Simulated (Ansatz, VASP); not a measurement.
# In2S: VASP beside Ansatz

Aim: how closely do two programs agree when they are given the same cell, functional and k mesh? The cell is generated by rule, not measured, and may not be a known phase. The cell is taken from a series of runs on this material, whose earlier steps may have relaxed, scaled, displaced or heated it; both programs get it as it stands.

Main program and level: Ansatz 0.2.0; plane waves, with VASP 6.6.1 beside it; relaxation of cell and atoms at PBEsol.

**1. The starting structure**

Symmetry: Cmmm, No. 65, orthorhombic system. The conventional cell has a = 5.953 Å, b = 6.838 Å, c = 3.914 Å, α = 90.00°, β = 90.00°, γ = 90.00°. S has 4 In at 2.68 Å nearest. Nearest to In lie 2 S at 2.68 Å and 2 In at 2.99 Å. Farther neighbours and most contacts between anions are not listed.

**2. VASP: relaxation of cell and atoms, PBEsol, pair 1**

The relaxed volume is the usual yardstick between codes: in a stiff, nearly cubic crystal its relative difference is about their pressure difference at one cell divided by the bulk modulus.

Lines of VASP's logs that name or quote its potential files are left out, and so is its time.

INCAR reads:

```
SYSTEM = In2S
PREC = Accurate
ENCUT = 500
EDIFF = 1E-07
NELM = 120
ISMEAR = 1
SIGMA = 0.15
LREAL = .FALSE.
ALGO = Normal
GGA = PS
NBANDS = 22
LORBIT = 11
LWAVE = .FALSE.
LCHARG = .FALSE.
ISIF = 3
IBRION = 2
NSW = 80
EDIFFG = -0.005
LASPH = .TRUE.
GGA_COMPAT = .FALSE.
NELMIN = 4
KPAR = 2
```

POSCAR reads:

```
In2S
1.0
    2.9764500000     -3.4188040000      0.0000000000
    2.9764500000      3.4188040000      0.0000000000
    0.0000000000      0.0000000000      3.9141480000
S In
1 2
Direct
    0.5000000000      0.5000000000      0.0000000000
    0.2314898719      0.7685101281      0.5000000000
    0.7685101281      0.2314898719      0.5000000000
```

KPOINTS reads:

```
Automatic mesh
0
Gamma
8 8 10
0 0 0
```

Potentials, in the order of the species: S and In_d (PBE family, release 64).

Started as:

```bash
> mpirun -np 2 vasp_std
```

Numbers of over 12 decimals in the logs are rounded to 6 here.

Log:

```text
[banner, memory and clock lines left out]
running    2 mpi-ranks, on    1 nodes
 distrk:  each k-point on    1 cores,    2 groups
 distr:  one band on    1 cores,    1 groups

 POSCAR found type information on POSCAR S In
 POSCAR found :  2 types and       3 ions
|                                                                             |
|               ----> ADVICE to this user running VASP <----                  |
|                                                                             |
|     You enforced a specific xc type in the INCAR file but a different       |
|     [... a line on the potential file left out ...]
|     I HOPE YOU KNOW WHAT YOU ARE DOING!                                     |
|                                                                             |

 LDA part: xc-table for (Slater+PW92), standard interpolation
 POSCAR, INCAR and KPOINTS ok, starting setup
 FFT: planning ... GRIDC
 FFT: planning ... GRID_SOFT
 FFT: planning ... GRID
 WAVECAR not read
 entering main loop
       N       E                     dE             d eps       ncg     rms          rms(c)
DAV:   1     0.270758072920E+03    0.27076E+03   -0.15193E+04  5550   0.175E+03
DAV:   2     0.160949003449E+02   -0.25466E+03   -0.24555E+03  5580   0.404E+02
DAV:   3    -0.100665297851E+02   -0.26161E+02   -0.25201E+02  7068   0.140E+02
DAV:   4    -0.112248151653E+02   -0.11583E+01   -0.11553E+01  6504   0.307E+01
DAV:   5    -0.112824473889E+02   -0.57632E-01   -0.57624E-01  8636   0.634E+00    0.699E+00
DAV:   6    -0.108451438218E+02    0.43730E+00   -0.72783E-01  8404   0.145E+01    0.409E+00
DAV:   7    -0.108474089924E+02   -0.22652E-02   -0.22238E-01  7488   0.309E+00    0.184E+00
DAV:   8    -0.108437209384E+02    0.36881E-02   -0.17426E-02  8404   0.127E+00    0.393E-01
DAV:   9    -0.108429581017E+02    0.76284E-03   -0.38818E-03  8964   0.762E-01    0.186E-01
DAV:  10    -0.108429753141E+02   -0.17212E-04   -0.65550E-04  7494   0.240E-01    0.103E-01
DAV:  11    -0.108429932945E+02   -0.17980E-04   -0.17032E-04  8712   0.126E-01    0.529E-02
DAV:  12    -0.108429930326E+02    0.26191E-06   -0.11796E-05  6716   0.310E-02    0.187E-02
DAV:  13    -0.108429934706E+02   -0.43804E-06   -0.80674E-07  6960   0.820E-03    0.114E-02
DAV:  14    -0.108429936227E+02   -0.15209E-06   -0.25447E-07  5388   0.380E-03    0.335E-03
DAV:  15    -0.108429936545E+02   -0.31830E-07   -0.10495E-07  3966   0.463E-03
   1 F= -.10842994E+02 E0= -.10842968E+02  d E =-.108430E+02
[... from here on, the cycles between the ionic steps are left out ...]
   2 F= -.10843788E+02 E0= -.10843704E+02  d E =-.794498E-03
   3 F= -.10844146E+02 E0= -.10844003E+02  d E =-.115277E-02
   4 F= -.10844466E+02 E0= -.10844284E+02  d E =-.319857E-03
   5 F= -.10844512E+02 E0= -.10844314E+02  d E =-.365475E-03
   6 F= -.10844696E+02 E0= -.10844503E+02  d E =-.183837E-03
   7 F= -.10844709E+02 E0= -.10844520E+02  d E =-.197075E-03
   8 F= -.10844709E+02 E0= -.10844520E+02  d E =-.197483E-03
   9 F= -.10844709E+02 E0= -.10844521E+02  d E =-.197419E-03
 curvature:  -3.23 expect dE=-0.163E-04 dE for cont linesearch -0.575E-07
 ZBRENT: bracketing found
 ZBRENT: accuracy reached
 trial: gam= 0.00185 g(F)=  0.257E-05 g(S)=  0.249E-05 ort =-0.265E-05 (trialstep = 0.152E+01)
 search vector abs. value=  0.505E-05
 bond charge predicted
       N       E                     dE             d eps       ncg     rms          rms(c)
DAV:   1    -0.108447539282E+02   -0.44547E-04   -0.26972E-03  8608   0.526E-01    0.438E-02
DAV:   2    -0.108447249189E+02    0.29009E-04   -0.89854E-05  7694   0.156E-01    0.164E-02
DAV:   3    -0.108447177683E+02    0.71506E-05   -0.15804E-05  7748   0.647E-02    0.825E-03
DAV:   4    -0.108447164092E+02    0.13590E-05   -0.23045E-06  7984   0.145E-02    0.362E-03
DAV:   5    -0.108447161292E+02    0.28008E-06   -0.16415E-07  5060   0.454E-03    0.112E-03
DAV:   6    -0.108447161176E+02    0.11545E-07   -0.56994E-08  2926   0.275E-03
  10 F= -.10844716E+02 E0= -.10844526E+02  d E =-.679416E-05
 trial-energy change:   -0.000007  1 .order   -0.000007   -0.000008   -0.000006
 step:   5.6787(harm=  5.6787)  dis= 0.00143  next Energy=   -10.844724 (dE=-0.143E-04)
 reached required accuracy - stopping structural energy minimisation
```

Parts of OUTCAR (step 2):

```text
ion  position               nearest neighbor table
   1  0.500  0.500  0.000-   2 2.68   3 2.68   2 2.68   3 2.68
   2  0.231  0.769  0.500-   1 2.68   1 2.68   3 2.99   3 2.99   3 3.17   3 3.67
   3  0.769  0.231  0.500-   1 2.68   1 2.68   2 2.99   2 2.99   2 3.17   2 3.67

  LATTYP: Found a base centered orthorhombic cell.
 ALAT       =     5.9529000000
 B/A-ratio  =     1.1486179845
 C/A-ratio  =     0.6575195283

 Subroutine GETGRP returns: Found  8 space group operations
 (whereof  8 operations were pure point group operations)

The static configuration has the point symmetry D_2h.

 Found    126 irreducible k-points:

   k-points           NKPTS =    126   k-points in BZ     NKDIM =    126   number of bands    NBANDS=     22

   dimension x,y,z NGX =    36 NGY =   36 NGZ =   30
   dimension x,y,z NGXF=    72 NGYF=   72 NGZF=   60

   ENCUT  =  500.0 eV  36.75 Ry    6.06 a.u.   8.26  8.26  7.14*2*pi/ulx,y,z

   NELECT =      32.0000    total number of electrons

 k-points in reciprocal lattice and weights: Automatic mesh
   0.00000000  0.00000000  0.00000000       0.002
   0.12500000 -0.00000000  0.00000000       0.006
   0.25000000 -0.00000000  0.00000000       0.006
   0.37500000  0.00000000  0.00000000       0.006
   0.50000000 -0.00000000  0.00000000       0.003
   0.12500000  0.12500000  0.00000000       0.003
   0.25000000  0.12500000  0.00000000       0.006
   0.37500000  0.12500000  0.00000000       0.006
   0.50000000  0.12500000  0.00000000       0.006
[...]
-0.37500000  0.37500000  0.50000000       0.003
   0.50000000  0.50000000  0.50000000       0.002

 average (electrostatic) potential at core
       1 -86.0006       2 -95.4089       3 -95.4089

 E-fermi :   5.4146

 k-point     1 :       0.0000    0.0000    0.0000
  band No.  band energies     occupation
    ...
     12      -0.1584      2.00000
     13       1.1074      2.00000
     14       2.7730      2.00000
     15       3.3132      2.00000
     16       4.7357      2.00000
     17       7.2938     -0.00000
     18       7.3257     -0.00000
     19      10.7872      0.00000
     20      11.3196      0.00000
     21      11.7370      0.00000
    ...

 k-point     2 :       0.1250   -0.0000    0.0000
  band No.  band energies     occupation
    ...
     12      -0.3766      2.00000
     13       1.1825      2.00000
     14       2.8156      2.00000
     15       3.2032      2.00000
     16       5.0321      2.00184
     17       6.6572     -0.00000
     18       8.0332     -0.00000
     19      10.4075      0.00000
     20      11.3009      0.00000
     21      11.6599      0.00000
    ...

 k-point     3 :       0.2500   -0.0000    0.0000
  band No.  band energies     occupation
    ...
     12      -0.8561      2.00000
     13       1.4031      2.00000
     14       2.9229      2.00000
     15       3.0281      2.00000
     16       5.1395      2.02631
     17       6.7727     -0.00000
     18       8.4742      0.00000
     19       9.7936      0.00000
     20      10.7895      0.00000
     21      11.5156      0.00000
    ...

  Total       -0.0011194     -0.0029037      0.0060386      0.0000000      0.0000000      0.0000000
  in kB       -0.0224954     -0.0583560      0.1213558      0.0000000      0.0000000      0.0000000
  external PRESSURE =       0.0135015 kB  Pullay stress =       0.0000000 kB

  energy-cutoff  :      500.00
  volume of cell :       79.72
      direct lattice vectors                 reciprocal lattice vectors
     2.966447740 -3.461136184  0.000000000     0.168551764 -0.144461233  0.000000000
     2.966447740  3.461136184  0.000000000     0.168551764  0.144461233  0.000000000
     0.000000000  0.000000000  3.882386140     0.000000000  0.000000000  0.257573555

 POSITION                                       TOTAL-FORCE (eV/Angst)
 -----------------------------------------------------------------------------------
      2.96645      0.00000      0.00000         0.000000     -0.000000      0.000000
      2.96645      1.85140      1.94119        -0.000000     -0.004958     -0.000000
      2.96645     -1.85140      1.94119        -0.000000      0.004958      0.000000
 -----------------------------------------------------------------------------------
    total drift:                                0.000000      0.000000     -0.000000

  FREE ENERGIE OF THE ION-ELECTRON SYSTEM (eV)
  ---------------------------------------------------
  free  energy   TOTEN  =       -10.8447161176 eV

  energy  without entropy=      -10.8441461697  energy(sigma->0) =      -10.84452613

 reached required accuracy - stopping structural energy minimisation

 total charge
# of ion       s       p       d       tot
------------------------------------------
    1        1.350   2.310   0.000   3.660
    2        0.997   0.477   9.866  11.340
    3        0.997   0.477   9.866  11.340
--------------------------------------------------
tot          3.344   3.265  19.731  26.339

[... 3 further parts left out ...]
```

CONTCAR:

```
In2S
   1.00000000000000
     2.9664477395464059   -3.4611361838223673    0.0000000000000000
     2.9664477395464059    3.4611361838223673    0.0000000000000000
     0.0000000000000000    0.0000000000000000    3.8823861399138231
  S               In
     1     2
Direct
     0.5000000000000000    0.5000000000000000    0.0000000000000000
     0.2325446157732335    0.7674553842267667    0.5000000000000000
     0.7674553842267667    0.2325446157732335    0.5000000000000000
```

The run keeps the 8 symmetry operations of its start, so it cannot find a distortion of lower symmetry.

**3. Ansatz: relaxation of cell and atoms, PBEsol, pair 1**

Ansatz runs on its default PAW (the set named soft_2) files.

The same cell, functional, mesh and smearing now go to Ansatz, which takes its cutoff from its data sets.

input.yaml reads:

```yaml
crystal:
  lattice:
    - [2.9764501888, -3.4188040002, 0.0]
    - [2.9764501888, 3.4188040002, 0.0]
    - [0.0, 0.0, 3.9141479707]
  atoms:
    - { symbol: S, position: [0.5, 0.5, 0.0] }
    - { symbol: In, position: [0.2314898481, 0.7685101519, 0.5] }
    - { symbol: In, position: [0.7685101519, 0.2314898481, 0.5] }
kpoints:
  mp_grid: { grid: [8, 8, 10] }
hamiltonian:
  xc: pbesol
scf:
  occupations: { method: methfessel_paxton, width: 0.15 }
output:
  forces: true
  stress: true
  eigenvalues: true
relax:
  adjacent_minimum: "off"
  f_tol: 0.001
  max_steps: 60
  cell: { stress_tol: 0.01 }
```

Started as:

```bash
> ansatz run input.yaml --threads 4 --pin off --max-ram 7168MiB --backend cpu --events-out ev --progress --plain --runs-dir out
```

Log:

```text
Engine: ansatz 0.2.0, x86_64-unknown-linux-gnu
Pseudopotentials: kind: paw
Pseudopotential: S, paw, valence charge 6, recommended cutoff 420 eV (normal), S.paw.azcp
Pseudopotential: In, paw, valence charge 13, recommended cutoff 420 eV (normal), In.paw.azcp
Functional definition: PBEsol
  exchange = pbesol_x
  correlation = pbesol_c
Crystal: 3 atoms, lattice volume = 79.660 Å³
Basis set: ecut = 420 eV, 1527 PW (Γ), exchange–correlation on 64×64×54 points (8 copies of the dense FFT grid, shifted against one another)
Bands: 20, of which v1, the nominal top of the filled ones, is band 16 counted from 1 (15 counted from 0)
Symmetry: 8 space group operations
Space group: Cmmm (ITA 65), of the structure as read, at distance tolerance 4.3e-5 Å
k-points: 126 of 640
Non-local potential: S, projectors of the file, l = 0: 2, l = 1: 2, l = 2: 2
Non-local potential: In, projectors of the file, l = 0: 2, l = 1: 2, l = 2: 2, l = 3: 2
PAW form: soft (Blöchl's): semilocal exchange-correlation on the pseudo side does not see the compensation charge
PAW frozen core: S, regenerated for the run's functional, and the local potential with it (the file was generated under x = pbe(κ = 0.804, μ = 0.219515), c = pbe(β = 0.066725))
PAW frozen core: In, regenerated for the run's functional, and the local potential with it (the file was generated under x = pbe(κ = 0.804, μ = 0.219515), c = pbe(β = 0.066725))
PAW one-centre angular grid: S, 110 points (default); XC on 64 Gauss nodes
PAW one-centre angular grid: In, 590 points (default); XC on 64 Gauss nodes
Initial density: superposition of atomic densities (neutral atoms: chi_scale 0, normalization atom), corrected by the library's trained network
Initial wavefunctions: pseudopotential atomic-orbital guess
Functional: x = pbesol(κ = 0.804, μ = 0.123457), c = pbesol(β = 0.046)
SCF iter   1: F=—  HF=-11936.226891 eV  |F-HF|=—  |Δ(HF+E_count)|=         —  Δρ=5.65e-3  dr2=3.76e-2  ethr=1.77e-3  ⟨swp⟩=5.6  Hψ=12089  notcnv=0
preconditioner: auto → Kerker (q_TF=auto, 2.344 Å⁻¹)  [metal: Δε(μ)=0.020 eV  Ē_g=13.846 eV  σ=0.150 eV  W_gap=0.11  n_scr=18 (ndim 8)  ℏωp=23.5 eV  f_vac=0.004  D(μ)=0.95/eV (n_scr^D=4)]
SCF iter   2: F=—  HF=-11936.216117 eV  |F-HF|=—  |Δ(HF+E_count)|=   1.08e-2  S|Δr|=    0.00e0  Δρ=2.75e-3  dr2=7.70e-3  ethr=1.17e-4  ⟨swp⟩=1.0  Hψ=3530  notcnv=0
SCF iter   3: F=—  HF=-11936.213982 eV  |F-HF|=—  |Δ(HF+E_count)|=   2.14e-3  S|Δr|=    0.00e0  Δρ=5.93e-4  dr2=3.52e-4  ethr=2.41e-5  ⟨swp⟩=3.0  Hψ=4677  notcnv=0
SCF iter   4: F=—  HF=-11936.213949 eV  |F-HF|=—  |Δ(HF+E_count)|=   3.32e-5  S|Δr|=    0.00e0  Δρ=2.38e-4  dr2=7.56e-5  ethr=1.10e-6  ⟨swp⟩=2.6  Hψ=4596  notcnv=0
SCF iter   5: F=—  HF=-11936.214004 eV  |F-HF|=—  |Δ(HF+E_count)|=   5.47e-5  S|Δr|=    0.00e0  Δρ=7.61e-5  dr2=8.35e-6  ethr=2.36e-7  ⟨swp⟩=2.2  Hψ=3961  notcnv=0
SCF iter   6: F=—  HF=-11936.214006 eV  |F-HF|=—  |Δ(HF+E_count)|=   2.08e-6  S|Δr|=    0.00e0  Δρ=1.87e-5  dr2=5.57e-7  ethr=2.61e-8  ⟨swp⟩=2.0  Hψ=3036  notcnv=0
SCF iter   7: F=-11936.214006 eV  HF=-11936.214006 eV  |F-HF|=6.62e-10  |Δ(HF+E_count)|=   6.99e-8  S|Δr|=    0.00e0  Δρ=4.92e-6  dr2=3.35e-8  ethr=3.13e-10  ⟨swp⟩=6.0  Hψ=12052  notcnv=0
SCF 1 converged in 7 iterations: F = -11936.214006 eV  dr2 = 3.35e-8
  greatest PAW one-centre occupation: 0.983 electrons in one spin orbital (limit 2), on the In atom at site 2 (counted from 0), in its partial waves of l = 2
relax step   1: F+E_penalty+E_count = -11936.21400591 eV  Δ(F+E_penalty+E_count) = +0.000e0 eV  max|allowed force component| = 1.773e-2 eV/Å  Δτ_max = 0.0000 Å  P = +0.010 GPa  Ω = 79.660 Å³  (7 SCF iters, dr2 threshold 1.00e-7 eV, accepted)
[...]
relax step   3: F+E_penalty+E_count = -11936.21574149 eV  Δ(F+E_penalty+E_count) = -2.529e-4 eV  max|allowed force component| = 7.230e-3 eV/Å  Δτ_max = 0.0007 Å  P = -0.020 GPa  Ω = 79.853 Å³  energy of the carried Pulay correction = -3.581e-5 eV  (5 SCF iters, dr2 threshold 4.22e-8 eV, accepted)
[...]
relax step   4: F+E_penalty+E_count = -11936.21576406 eV  Δ(F+E_penalty+E_count) = -2.256e-5 eV  max|allowed force component| = 6.791e-5 eV/Å  Δτ_max = 0.0018 Å  P = -0.010 GPa  Ω = 79.907 Å³  energy of the carried Pulay correction = -4.585e-5 eV  (5 SCF iters, dr2 threshold 1.27e-8 eV, accepted)
[...]
relax step   5: F+E_penalty+E_count = -11936.21577247 eV  Δ(F+E_penalty+E_count) = -8.412e-6 eV  max|allowed force component| = 1.634e-4 eV/Å  Δτ_max = 0.0005 Å  P = +0.002 GPa  Ω = 79.868 Å³  energy of the carried Pulay correction = -3.873e-5 eV  (5 SCF iters, dr2 threshold 4.88e-10 eV, accepted)
[...]
relax step   6: F+E_penalty+E_count = -11936.21581703 eV  Δ(F+E_penalty+E_count) = -4.456e-5 eV  max|allowed force component| = 1.699e-4 eV/Å  Δτ_max = 0.0000 Å  P = +0.002 GPa  Ω = 79.868 Å³  stress off target by 2.56e-3 GPa  SCF on the basis re-selected at this cell (its energy is not comparable with the rows above)  (6 SCF iters)
basis re-selected at this cell: Δ(F+E_penalty+E_count) = -4.456e-5 eV, ΔP = -0.000 GPa vs the last step (what re-selecting the basis moved, of the pressure what is left beyond the Pulay correction that the steps carried, after the strain that the cell walked since its last selection, with what the two solves' SCF thresholds leave and, on support functions, any second-order correction that the steps lacked; it is no m [...]
SCF converged after 6 iterations
Stability not checked: this state was not tested for a lower state beside it, because cold or Methfessel-Paxton smearing, or corrected tetrahedra, fill the levels in a way that the test cannot read (fill_not_monotonic; see scf.lower_state_search)
Free energy (F): -11936.215817 eV
Harris-Foulkes:  -11936.215817 eV  (|F-HF|=3.64e-12)
Internal energy: -11936.215246 eV  (E = F + TS)
E sigma→0 (E₀):  -11936.215674 eV
Entropy (-TS):   -0.000571 eV (-0.190 meV/atom)
Fermi energy:    7.493459 eV
--- Per-component energies (eV) ---
  E_band       = -103.661495
  E_kinetic    = 589.165093
  E_local      = -2618.031982  (includes V_loc(G=0)·N_el)
  E_nonlocal   = 764.258526
  E_hartree    = 1025.333085
  E_xc         = -523.586827
  E_vxc        = -287.340876  (∫ρ·V_xc dr)
  E_paw        = -8747.162821  (= ΣΔE_a)
  E_vpaw       = -602.378450  (= ΣTr[D̂ρ^β])
  E_aug_tail   = 0.000052  (compensation charges beyond the density's cutoff)
  E_ewald      = -2426.724125
  E_core_change = 0.533754  (= ΣΔE_core)
  E_smearing   = -0.000571  (= −TS)
  E_closure    = 0.000000  (closes the sum)
  Σ components = -11936.215817   (vs F -11936.215817, Δ=0.00e0)
--- Forces (eV/Å), atoms counted from 1 ---
  atom   1  S      0.00000000     0.00000000     0.00000000
  atom   2  In    -0.00000000     0.00016987    -0.00000000
  atom   3  In     0.00000000    -0.00016987     0.00000000
  max |Σ_I F_I| component: 0.00e0 eV/Å
--- Stress (GPa, compression-positive) ---
        0.002541       0.000000      -0.000000
        0.000000       0.000871       0.000000
       -0.000000       0.000000       0.002558
  P = ⅓ Tr σ = 0.0020 GPa (0.020 kbar)
--- Band table (eV; the first three rows and the last of 126) ---
  k-point 0: bands = [... 12 lower, 3.1891, 4.8464, 5.4000, 6.8164, 9.3686, 9.3950, 12.8675, 13.3840]
  k-point 1: bands = [... 12 lower, 3.2683, 4.7454, 5.4285, 6.9010, 9.3335, 9.8246, 11.8259, 12.9019]
  k-point 2: bands = [... 12 lower, 3.4996, 4.7090, 5.5062, 7.1407, 9.0135, 10.4102, 10.8996, 12.1106]
  k-point 125: bands = [... 12 lower, 3.0576, 3.2351, 5.2166, 5.3617, 6.0995, 8.6260, 12.4020, 13.8917]
--- Relaxed structure (5 steps of the walk, 5 accepted, 1 SCFs on fresh bases) ---
  F+E_penalty+E_count = -11936.21581703 eV   max|allowed force component| = 1.699e-4 eV/Å   (the final SCF, on the basis selected at the relaxed cell)
  cell:  # Å, volume = 79.8685 Å³
    - [2.967620, -3.463572, 0]
    - [2.967620, 3.463572, 0]
    - [0, 0, 3.885196]
  atoms:
    - { symbol: S, position: [0.5, 0.5, 0] }
    - { symbol: In, position: [0.233113, 0.766887, 0.500000] }
    - { symbol: In, position: [0.766887, 0.233113, 0.500000] }
```

Reading the cycles: dr2 is the Hartree energy of the density residual (eV), the measure of convergence; HF is the Harris–Foulkes estimate of the energy, which meets the free energy F at convergence.

**4. Comparison**

Known differences besides the potentials themselves: the cutoff is 420 eV in Ansatz and 500 eV in VASP; Ansatz makes its cores anew for this functional, VASP keeps those of its PBE data sets; Ansatz adds a Pulay correction to the stress that steers its cell, VASP none. Total energies have different zeros and are not compared.

Compared:

| quantity | Ansatz | VASP | difference |
| --- | --- | --- | --- |
| volume (Å³) | 79.87 | 79.72 | +0.18 % |
| edge a after relaxation, in the typed setting (Å) | 4.561 | 4.558 | +0.06 % |
| edge c after relaxation, in the typed setting (Å) | 3.885 | 3.882 | +0.07 % |

(Part 1 of 2 ends here.)

[Lines on the potential files, build, host, timing and source positions are cut from VASP's logs without a mark.]

[Logs are printed without paths, hosts, clocks, repeated set-up lines and the standing remarks that a program may print on its own settings, such as how far it seeks lower states.]

[Hosts, paths, dates, database ids (printed as entryN), source tags and the programs' standing remarks are cut or masked in the printed files.]
